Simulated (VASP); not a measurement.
Level of theory: PBE GGA, VASP's PBE PAW potentials (set 64) (plane waves; VASP).

The input files of a VASP run:

**INCAR**
```
SYSTEM = Ni3Fe
PREC = Accurate
ENCUT = 300
EDIFF = 1E-6
NELM = 100
ALGO = Normal
LREAL = .FALSE.
LASPH = .TRUE.
ISMEAR = -1
SIGMA = 0.05
GGA = PE
LMAXMIX = 4
LWAVE = .FALSE.
LCHARG = .FALSE.
ISIF = 2
ISPIN = 2
MAGMOM = 3.0 0.5 0.5 0.5
LORBIT = 11
```

### KPOINTS
```
kpoints
0
Gamma
6 6 6
0 0 0
```

### POSCAR
```
Ni3Fe
1
    3.5876300000     0.0000000000     0.0000000000
    0.0000000000     3.5876300000     0.0000000000
    0.0000000000     0.0000000000     3.5876300000
Fe Ni
1 3
Direct
  0.0000000000   0.0000000000   0.0000000000
  0.0000000000   0.5000000000   0.5000000000
  0.5000000000   0.0000000000   0.5000000000
  0.5000000000   0.5000000000   0.0000000000
```

POTCAR, in this order: Fe Ni (PBE.64 set). Program: vasp_std.

The run wrote:

File OUTCAR:
```
 ion  position               nearest neighbor table
   1  0.000  0.000  0.000-   2 2.54   3 2.54   4 2.54   2 2.54   3 2.54   2 2.54   4 2.54   2 2.54
                             3 2.54   4 2.54   3 2.54   4 2.54
   2  0.000  0.500  0.500-   1 2.54   3 2.54   4 2.54   1 2.54   4 2.54   1 2.54   3 2.54   1 2.54
                             3 2.54   4 2.54   4 2.54   3 2.54
   3  0.500  0.000  0.500-   1 2.54   2 2.54   4 2.54   1 2.54   4 2.54   2 2.54   4 2.54   4 2.54
                             1 2.54   2 2.54   1 2.54   2 2.54
   4  0.500  0.500  0.000-   1 2.54   2 2.54   3 2.54   2 2.54   3 2.54   1 2.54   3 2.54   3 2.54
                             1 2.54   2 2.54   2 2.54   1 2.54
  LATTYP: Found a simple cubic cell.
 ALAT       =     3.5876300000
 Subroutine PRICEL returns:
 Original cell was already a primitive cell.
 Subroutine GETGRP returns: Found 48 space group operations
The static configuration has the point symmetry O_h .
The dynamic configuration has the point symmetry O_h .
The overall configuration has the point symmetry O_h .
 Subroutine INISYM returns: Found 48 space group operations
 Subroutine IBZKPT returns following result:
 Found     20 irreducible k-points:

 Following reciprocal coordinates:
            Coordinates               Weight
  0.000000  0.000000  0.000000      1.000000
  0.166667  0.000000  0.000000      6.000000
  0.333333  0.000000  0.000000      6.000000
  0.500000  0.000000  0.000000      3.000000
  0.166667  0.166667  0.000000     12.000000
  0.333333  0.166667  0.000000     24.000000
  0.500000  0.166667  0.000000     12.000000
  0.333333  0.333333  0.000000     12.000000
  0.500000  0.333333  0.000000     12.000000
  0.500000  0.500000  0.000000      3.000000
  0.166667  0.166667  0.166667      8.000000
  0.333333  0.166667  0.166667     24.000000
  0.500000  0.166667  0.166667     12.000000
  0.333333  0.333333  0.166667     24.000000
  0.500000  0.333333  0.166667     24.000000
  0.500000  0.500000  0.166667      6.000000
  0.333333  0.333333  0.333333      8.000000
  0.500000  0.333333  0.333333     12.000000
  0.500000  0.500000  0.333333      6.000000
  0.500000  0.500000  0.500000      1.000000
   k-points           NKPTS =     20   k-points in BZ     NKDIM =     20   number of bands    NBANDS=     25
   number of dos      NEDOS =    301   number of ions     NIONS =      4
   total plane-waves  NPLWV =   8000
   dimension x,y,z NGX =    20 NGY =   20 NGZ =   20
   dimension x,y,z NGXF=    40 NGYF=   40 NGZF=   40
   ions per type =               1   3
   PREC   = accura    normal or accurate (medium, high low for compatibility)
   ISTART =      0    job   : 0-new  1-cont  2-samecut
   ICHARG =      2    charge: 1-file 2-atom 10-const
   ISPIN  =      2    spin polarized calculation?
   LNONCOLLINEAR =      F non collinear calculations
   LSORBIT =      F    spin-orbit coupling
   INIWAV =      1    electr: 0-lowe 1-rand  2-diag
   ENCUT  =  300.0 eV  22.05 Ry    4.70 a.u.   5.07  5.07  5.07*2*pi/ulx,y,z
   NELM   =    100;   NELMIN=  2; NELMDL= -5     # of ELM steps
   EDIFF  = 0.1E-05   stopping-criterion for ELM
   LREAL  =      F    real-space projection
   NLSPLINE    = F    spline interpolate recip. space projectors
   LMAXMIX     =    4 max onsite mixed and CHGCAR
   VOSKOWN=      0    Vosko Wilk Nusair interpolation
   EDIFFG = 0.1E-04   stopping-criterion for IOM
   NSW    =      0    number of steps for IOM
   NBLOCK =      1;   KBLOCK =      1    inner block; outer block
   IBRION =     -1    ionic relax: 0-MD 1-quasi-New 2-CG
   NFREE  =      0    steps in history (QN), initial steepest desc. (CG)
   ISIF   =      2    stress and relaxation
   ISYM   =      2    0-nonsym 1-usesym 2-fastsym
   TEIN   =    0.0    initial temperature
   TEBEG  =    0.0;   TEEND  =   0.0 temperature during run
   SMASS  =  -3.00    Nose mass-parameter (am)
   PSTRESS=    0.0 pullay stress
   NELECT =      38.0000    total number of electrons
...
```

**OSZICAR**
```
       N       E                     dE             d eps       ncg     rms          rms(c)
DAV:   1     0.182818571277E+03    0.18282E+03   -0.12143E+04  2064   0.137E+03
DAV:   2    -0.196736042476E+02   -0.20249E+03   -0.19521E+03  2024   0.307E+02
DAV:   3    -0.290382669900E+02   -0.93647E+01   -0.89287E+01  2130   0.889E+01
DAV:   4    -0.291701571325E+02   -0.13189E+00   -0.13123E+00  2175   0.102E+01
DAV:   5    -0.291737311277E+02   -0.35740E-02   -0.35734E-02  2541   0.145E+00    0.199E+01
DAV:   6    -0.274111684735E+02    0.17626E+01   -0.46556E+01  2144   0.101E+02    0.284E+01
DAV:   7    -0.299341483295E+02   -0.25230E+01   -0.23229E+01  2509   0.124E+02    0.276E+01
DAV:   8    -0.247964817708E+02    0.51377E+01   -0.16500E+01  2399   0.537E+01    0.678E+00
DAV:   9    -0.250540101223E+02   -0.25753E+00   -0.96267E-01  2190   0.122E+01    0.375E+00
DAV:  10    -0.250301449176E+02    0.23865E-01   -0.19550E-01  2651   0.914E+00    0.167E+00
DAV:  11    -0.250243760472E+02    0.57689E-02   -0.57510E-02  2988   0.357E+00    0.116E+00
DAV:  12    -0.250259479282E+02   -0.15719E-02   -0.70217E-03  2280   0.167E+00    0.418E-01
DAV:  13    -0.250261978173E+02   -0.24989E-03   -0.24859E-03  2845   0.912E-01    0.747E-02
DAV:  14    -0.250262758924E+02   -0.78075E-04   -0.42018E-04  2681   0.222E-01    0.134E-01
DAV:  15    -0.250262555470E+02    0.20345E-04   -0.83267E-05  2373   0.229E-01    0.432E-02
DAV:  16    -0.250262662790E+02   -0.10732E-04   -0.18507E-05  2668   0.554E-02    0.345E-02
DAV:  17    -0.250262640987E+02    0.21804E-05   -0.70183E-06  2342   0.652E-02    0.359E-03
DAV:  18    -0.250262640627E+02    0.35910E-07   -0.16950E-06  1292   0.121E-02
   1 F= -.25026264E+02 E0= -.25014587E+02  d E =-.233545E-01  mag=     4.9050
```

**OUTCAR**
```
------------------------ aborting loop because EDIFF is reached ----------------------------------------
  FORCE on cell =-STRESS in cart. coord.  units (eV):
  Direction    XX          YY          ZZ          XY          YZ          ZX
  --------------------------------------------------------------------------------------
  Total       -1.9610646     -1.9610646     -1.9610646     -0.0000000     -0.0000000      0.0000000
  in kB      -68.0423878    -68.0423878    -68.0423878     -0.0000000     -0.0000000      0.0000000
  external PRESSURE =     -68.0423878 kB  Pullay stress =       0.0000000 kB
  volume of cell :       46.18
      direct lattice vectors                 reciprocal lattice vectors
     3.587630000  0.000000000  0.000000000     0.278735544  0.000000000  0.000000000
     0.000000000  3.587630000  0.000000000     0.000000000  0.278735544  0.000000000
     0.000000000  0.000000000  3.587630000     0.000000000  0.000000000  0.278735544
 POSITION                                       TOTAL-FORCE (eV/Angst)
 -----------------------------------------------------------------------------------
      0.00000      0.00000      0.00000         0.000000      0.000000      0.000000
      0.00000      1.79381      1.79381         0.000000      0.000000      0.000000
      1.79381      0.00000      1.79381         0.000000      0.000000      0.000000
      1.79381      1.79381      0.00000         0.000000      0.000000      0.000000
 -----------------------------------------------------------------------------------
    total drift:                               -0.000000     -0.000000      0.000000
  FREE ENERGIE OF THE ION-ELECTRON SYSTEM (eV)
  ---------------------------------------------------
  free  energy   TOTEN  =       -25.0262640627 eV

  energy  without entropy=      -25.0029096080  energy(sigma->0) =      -25.01458684

 total charge

# of ion       s       p       d       tot
------------------------------------------
    1        0.461   0.475   6.076   7.012
    2        0.490   0.480   8.293   9.263
    3        0.490   0.480   8.293   9.263
    4        0.490   0.480   8.293   9.263
--------------------------------------------------
tot          1.930   1.914  30.957  34.800

 magnetization (x)

# of ion       s       p       d       tot
------------------------------------------
    1        0.013  -0.001   2.941   2.953
    2       -0.015  -0.044   0.726   0.667
    3       -0.015  -0.044   0.726   0.667
    4       -0.015  -0.044   0.726   0.667
--------------------------------------------------
tot         -0.032  -0.132   5.119   4.956
```
(Selected blocks of OUTCAR.)

At this cut-off the stress carries a Pulay error, which pulls relaxed volumes low.

The structure is a typed Ni3Fe crystal (Pm-3m). The cell was not relaxed at this level. The run is one of a series of settings (KPOINTS 6×6×6 Γ-centred mesh against the base run), some of them coarse on purpose.
